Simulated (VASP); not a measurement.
All values below come from HSE06 screened hybrid, VASP's PBE PAW potentials (set 64) (plane waves; VASP).

VASP input:

INCAR:
```
ISYM = 0
GGA = PE
ISIF = 0
ISMEAR = 0
SYSTEM = GaIn31P32
AEXX = 0.25
ENCUT = 400   # plane-wave cut-off (eV)
EDIFF = 1E-5   # SCF stop (eV)
LASPH = .TRUE.
LWAVE = .FALSE.
PREC = Normal
NELMIN = 4
HFSCREEN = 0.2   # 1/Angstrom
ALGO = Normal
PRECFOCK = Fast
LHFCALC = .TRUE.
LCHARG = .FALSE.
NELM = 50   # most electronic steps
LMAXMIX = 4
LREAL = Auto
SIGMA = 0.05   # width (eV)
```

### POSCAR
```
GaIn31P32
11.9995220
  0.9999999778   0.0000000000   0.0000000000
  0.0000000000   0.9999999778   0.0000000000
  0.0000000000   0.0000000000   0.9999999778
In P Ga
31 32 1
direct
  0.4999642258   0.0003458028   0.0000789675
  0.7499793818   0.2497916975   0.0002836037
  0.7498984741   0.9998233451   0.2502538302
  0.9999827540   0.9999853645   0.9999584586
  0.2503095269   0.2501801872   0.0003638944
  0.4998724855   0.4998492397   0.0002533808
  0.7498626557   0.7499603437   0.0000275149
  0.2502370025   0.0003716769   0.2502398580
  0.5005121921   0.2525519486   0.2525610453
  0.7478143082   0.4999750070   0.2524382564
  0.4999270929   0.0000422904   0.4999307106
  0.7477865360   0.2523348897   0.4999439367
  0.7498838046   0.9999839826   0.7499446292
  0.9998785308   0.4999267686   0.0002953420
  0.2498385245   0.7501576571   0.0002707224
  0.0002553419   0.2502360953   0.2502197320
  0.2524571255   0.5004235709   0.2524395979
  0.4998199665   0.7478496108   0.2522513913
  0.9997764789   0.0001137779   0.5000223863
  0.2523491405   0.2524054559   0.5004930663
  0.7475107212   0.7474801794   0.5006335615
  0.2500546764   0.9999507883   0.7499502938
  0.4998645494   0.2522228361   0.7478826149
  0.7479484061   0.4999550364   0.7480970837
  0.9999022912   0.7500120491   0.2501583739
  0.0000485806   0.4999786036   0.4998165180
  0.2522555747   0.7478889410   0.4997253323
  0.0001333366   0.2498873135   0.7499866846
  0.2518907093   0.5001670990   0.7481382684
  0.5001413674   0.7477965263   0.7479804671
  0.9999077631   0.7501241802   0.7498261700
  0.6246522329   0.1260660197   0.1263448293
  0.8738504283   0.3752909204   0.1263150852
  0.8738460499   0.1262366410   0.3752931921
  0.1249679903   0.1250072428   0.1249914155
  0.3752108674   0.3751045208   0.1256726644
  0.6249389863   0.6249021342   0.1252119870
  0.8749970198   0.8750584159   0.1249531872
  0.3752841195   0.1256401772   0.3752380871
  0.6176927590   0.3826186530   0.3826860469
  0.8747000872   0.6251576528   0.3753528335
  0.6248836513   0.1251898124   0.6249182980
  0.8750212418   0.3750373290   0.6250222851
  0.8750122196   0.1249212702   0.8750348335
  0.1260228969   0.6246468953   0.1262469873
  0.3753419733   0.8740840349   0.1262105704
  0.1255463515   0.3751910536   0.3751470276
  0.3823800789   0.6178799895   0.3824048585
  0.6250565390   0.8746412049   0.3754027677
  0.1261023145   0.1259848416   0.6246713443
  0.3820204751   0.3824331839   0.6182179437
  0.6176784757   0.6175221493   0.6182624126
  0.8738029337   0.8740069307   0.6246947827
  0.3752403707   0.1261656355   0.8739179189
  0.6249528260   0.3748653403   0.8752369186
  0.8740078370   0.6247603863   0.8739932352
  0.1261024025   0.8740955768   0.3753145944
  0.1250449788   0.6251045390   0.6247391555
  0.3750778685   0.8748504426   0.6249709356
  0.1260541232   0.3752376382   0.8741184713
  0.3749602353   0.6250830073   0.8752617849
  0.6246373167   0.8740711687   0.8739996777
  0.1249174637   0.8750666363   0.8750065866
  0.4997833604   0.5000672907   0.5005865891
```

### KPOINTS
```
Automatic
0
G
  1 1 1
0 0 0
```

POTCAR, in this order: In P Ga (PBE.64 set). Program: vasp_gam. Read from the step before: WAVECAR.

The supercell is sampled at Γ alone, which is coarse: total energies, pressure and levels can be off, energies of defects by several tenths of an eV.

Task: Estimate the energy per atom (σ→0).

Result: 
The energy per atom (σ→0) is -4.936 eV/atom.

### OSZICAR
```
...
DAV:   5    -0.315922836836E+03    0.56265E-02   -0.37057E-03   364   0.865E-02    0.148E+00
DAV:   6    -0.315920771677E+03    0.20652E-02   -0.84655E-04   356   0.456E-02    0.787E-01
DAV:   7    -0.315920001639E+03    0.77004E-03   -0.26734E-04   356   0.279E-02    0.412E-01
DAV:   8    -0.315919731272E+03    0.27037E-03   -0.10161E-04   348   0.179E-02    0.210E-01
DAV:   9    -0.315919641442E+03    0.89831E-04   -0.35212E-05   259   0.109E-02    0.108E-01
DAV:  10    -0.315919613886E+03    0.27556E-04   -0.16371E-05   219   0.797E-03    0.514E-02
DAV:  11    -0.315919606956E+03    0.69300E-05   -0.73145E-06   211   0.505E-03
   1 F= -.31591961E+03 E0= -.31591961E+03  d E =-.190895E-12
```

The cell is a supercell with a defect, built from InP (zinc blende): Ga_In. The cell's shape comes from a PBE relaxation. The run is not spin-polarised, so no state with unpaired spins was tried.
